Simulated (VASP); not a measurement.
An input for Ansatz (written as the equivalent of a VASP run, and not itself run):

Ansatz 0.2 input:
```yaml
crystal:
  lattice:
    - [2.2800000, -3.9490760, 0.0000000]
    - [2.2800000, 3.9490760, 0.0000000]
    - [0.0000000, 0.0000000, 6.9800000]
  atoms:
    - { symbol: Pb, position: [0.0199852, 0.0326464, 0.0000000] }
    - { symbol: I, position: [0.3333330, 0.6666670, 0.2680000] }
    - { symbol: I, position: [0.6666670, 0.3333330, 0.7320000] }
kpoints:
  mp_grid: { grid: [4, 4, 3] }
hamiltonian:
  xc: pbe
  pseudopotentials: { kind: paw }
scf:
  occupations: { method: gaussian, width: 0.05 }
  max_iter: 100
relax:
  max_steps: 40
  f_tol: 0.01
output: { forces: true, stress: true, eigenvalues: true }
```

### Question
Write the VASP files for the same calculation (PBE).

### Answer
One answer among several that fit: 
**INCAR**
```
# general
SYSTEM   =  PbI2
PREC     =  Accurate
ENCUT    =  400
LREAL    =  .FALSE.
LASPH    =  .TRUE.

# electronic loop
EDIFF    =  1E-6
NELM     =  100
ALGO     =  Normal
LMAXMIX  =  4

# smearing
ISMEAR   =  0
SIGMA    =  0.05

# functional
GGA      =  PE

# ions
IBRION   =  2
NSW      =  40
ISIF     =  2
EDIFFG   =  -0.01

# output
LWAVE    =  .FALSE.
LCHARG   =  .FALSE.
```

POSCAR:
```
PbI2
1.0
  2.2800000000  -3.9490760000   0.0000000000
  2.2800000000   3.9490760000   0.0000000000
  0.0000000000   0.0000000000   6.9800000000
Pb I
1 2
Direct
  0.0199851947   0.0326463843   0.0000000000
  0.3333330000   0.6666670000   0.2680000000
  0.6666670000   0.3333330000   0.7320000000
```

### KPOINTS
```
Automatic mesh
0
Gamma
4 4 3
0 0 0
```

POTCAR, in this order: Pb_d I (PBE.64 set). Program: vasp_std.

The two are equivalent in intent, not identical: each code has its own PAW files, so the cut-off isn't converted (ENCUT is set for VASP's; basis.ecutwfc is left out, and Ansatz then takes the one that its files recommend); Ansatz stops its SCF on the density residual and VASP on the energy change (EDIFF).

The compound is PbI2 in the 1T layered structure. In the starting cell atoms are displaced from their ideal sites. This run relaxes the ions in a fixed cell.
